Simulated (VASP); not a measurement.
Output of a VASP run:

OSZICAR:
```
...
DAV:   7    -0.736925897726E+01    0.17388E-01   -0.92959E-02   658   0.177E+00    0.104E+00
DAV:   8    -0.736748984588E+01    0.17691E-02   -0.10573E-02   726   0.955E-01    0.194E-01
DAV:   9    -0.736749571453E+01   -0.58686E-05   -0.85771E-04   656   0.285E-01    0.119E-01
DAV:  10    -0.736747768144E+01    0.18033E-04   -0.69607E-05   646   0.604E-02    0.163E-02
DAV:  11    -0.736747883878E+01   -0.11573E-05   -0.14957E-05   706   0.295E-02    0.821E-03
DAV:  12    -0.736747861901E+01    0.21977E-06   -0.18475E-06   376   0.927E-03
   1 F= -.73674786E+01 E0= -.73667765E+01  d E =-.736748E+01
       N       E                     dE             d eps       ncg     rms          rms(c)
DAV:   1    -0.370875185999E+02   -0.29720E+02   -0.10267E+03   740   0.833E+02    0.285E+01
DAV:   2    -0.144572422398E+02    0.22630E+02   -0.50965E+01   632   0.846E+01    0.129E+01
DAV:   3    -0.840418472870E+01    0.60531E+01   -0.26679E+01   676   0.615E+01    0.162E+00
DAV:   4    -0.826242658623E+01    0.14176E+00   -0.13038E+00   650   0.111E+01    0.994E-01
DAV:   5    -0.820435082473E+01    0.58076E-01   -0.97978E-02   842   0.328E+00    0.485E-01
DAV:   6    -0.819614773560E+01    0.82031E-02   -0.18880E-02   580   0.181E+00    0.140E-01
DAV:   7    -0.819666837466E+01   -0.52064E-03   -0.13084E-03   644   0.389E-01    0.771E-02
DAV:   8    -0.819665768069E+01    0.10694E-04   -0.84498E-04   560   0.361E-01    0.162E-02
DAV:   9    -0.819677986418E+01   -0.12218E-03   -0.13999E-04   626   0.882E-02    0.156E-02
DAV:  10    -0.819679479798E+01   -0.14934E-04   -0.28551E-05   614   0.253E-02    0.226E-03
DAV:  11    -0.819679452004E+01    0.27793E-06   -0.76735E-07   460   0.115E-02
   2 F= -.81967945E+01 E0= -.81967945E+01  d E =-.829316E+00
       N       E                     dE             d eps       ncg     rms          rms(c)
DAV:   1    -0.111494148647E+02   -0.29526E+01   -0.55186E+01   680   0.102E+02    0.963E+00
DAV:   2    -0.875334007522E+01    0.23961E+01   -0.52029E+00   692   0.374E+01    0.378E+00
DAV:   3    -0.832245145632E+01    0.43089E+00   -0.12930E+00   686   0.175E+01    0.925E-01
DAV:   4    -0.829569020957E+01    0.26761E-01   -0.80666E-02   828   0.219E+00    0.207E-01
DAV:   5    -0.829486566600E+01    0.82454E-03   -0.38328E-03   602   0.511E-01    0.162E-01
DAV:   6    -0.829452765126E+01    0.33801E-03   -0.15822E-03   590   0.440E-01    0.490E-02
DAV:   7    -0.829449722898E+01    0.30422E-04   -0.10210E-04   608   0.816E-02    0.164E-02
DAV:   8    -0.829448944498E+01    0.77840E-05   -0.59086E-05   644   0.794E-02    0.478E-03
DAV:   9    -0.829449420539E+01   -0.47604E-05   -0.73349E-06   590   0.195E-02    0.212E-03
DAV:  10    -0.829449376439E+01    0.44100E-06   -0.31950E-07   436   0.737E-03
   3 F= -.82944938E+01 E0= -.82937708E+01  d E =-.927015E+00
       N       E                     dE             d eps       ncg     rms          rms(c)
DAV:   1    -0.830445443846E+01   -0.99602E-02   -0.20696E-01   680   0.740E+00    0.537E-01
DAV:   2    -0.829658410940E+01    0.78703E-02   -0.14699E-02   686   0.184E+00    0.222E-01
DAV:   3    -0.829494695164E+01    0.16372E-02   -0.46128E-03   680   0.109E+00    0.435E-02
DAV:   4    -0.829485477530E+01    0.92176E-04   -0.18630E-04   828   0.119E-01    0.138E-02
DAV:   5    -0.829483966599E+01    0.15109E-04   -0.91810E-06   608   0.303E-02    0.592E-03
DAV:   6    -0.829483868515E+01    0.98085E-06   -0.27039E-06   586   0.209E-02
   4 F= -.82948387E+01 E0= -.82942617E+01  d E =-.927360E+00
```

OUTCAR:
```
------------------------ aborting loop because EDIFF is reached ----------------------------------------
  FORCE on cell =-STRESS in cart. coord.  units (eV):
  Direction    XX          YY          ZZ          XY          YZ          ZX
  --------------------------------------------------------------------------------------
  Total        0.0168134      0.0168134      0.0168134      0.0000000      0.0000000      0.0000000
  in kB        0.3666518      0.3666518      0.3666518      0.0000000      0.0000000      0.0000000
  external PRESSURE =       0.3666518 kB  Pullay stress =       0.0000000 kB
  volume of cell :       73.47
      direct lattice vectors                 reciprocal lattice vectors
    -0.000000000  3.324250645  3.324250645    -0.150409838  0.150409838  0.150409838
     3.324250645  0.000000000  3.324250645     0.150409838 -0.150409838  0.150409838
     3.324250645  3.324250645  0.000000000     0.150409838  0.150409838 -0.150409838
 POSITION                                       TOTAL-FORCE (eV/Angst)
 -----------------------------------------------------------------------------------
      6.64850      6.64850      6.64850         0.000000      0.000000      0.000000
      1.66213      1.66213      1.66213        -0.000000     -0.000000     -0.000000
 -----------------------------------------------------------------------------------
    total drift:                                0.000000      0.000000      0.000000
  FREE ENERGIE OF THE ION-ELECTRON SYSTEM (eV)
  ---------------------------------------------------
  free  energy   TOTEN  =        -8.2948386851 eV

  energy  without entropy=       -8.2936847327  energy(sigma->0) =       -8.29426171

 reached required accuracy - stopping structural energy minimisation
```
(Selected blocks of OUTCAR.)

**POSCAR**
```
SnSe
1
    0.0000000000     2.9906740000     2.9906740000
    2.9906740000     0.0000000000     2.9906740000
    2.9906740000     2.9906740000     0.0000000000
Sn Se
1 1
Direct
  0.0000000000   0.0000000000   0.0000000000
  0.2500000000   0.2500000000   0.2500000000
```

Question: Reconstruct the remaining input files.

Answer: This is not unique; one that fits is the input of the run itself, PBEsol GGA, plane waves, VASP's PBE PAW potentials (set 64).

File KPOINTS:
```
K-points
0
Gamma
  7 7 7
```

INCAR:
```
# general
SYSTEM  = SnSe
PREC    = Accurate
ENCUT   = 400   # plane-wave cut-off (eV)
LREAL   = F
LASPH   = T

# electronic loop
EDIFF   = 1E-6
NELM    = 100   # most electronic steps
ALGO    = Normal   # blocked Davidson
LMAXMIX = 4   # l cut-off of mixed one-centre charges

# smearing
ISMEAR  = 0   # Gaussian
SIGMA   = 0.05   # width (eV)

# functional
GGA     = PS   # PBEsol

# ions
IBRION  = 2
NSW     = 60   # most ionic steps
ISIF    = 3
EDIFFG  = -0.01   # ionic stop

# output
LWAVE   = F
LCHARG  = F
```

POTCAR, in this order: Sn_d Se (PBE.64 set). Program: vasp_std.

Energy and stress use the plane-wave basis of the starting cell.

The structure was generated: SnSe was put into the zinc blende type (F-43m), which need not be its known phase. This run relaxes it. Symmetry was kept, so distortions that lower it aren't found.
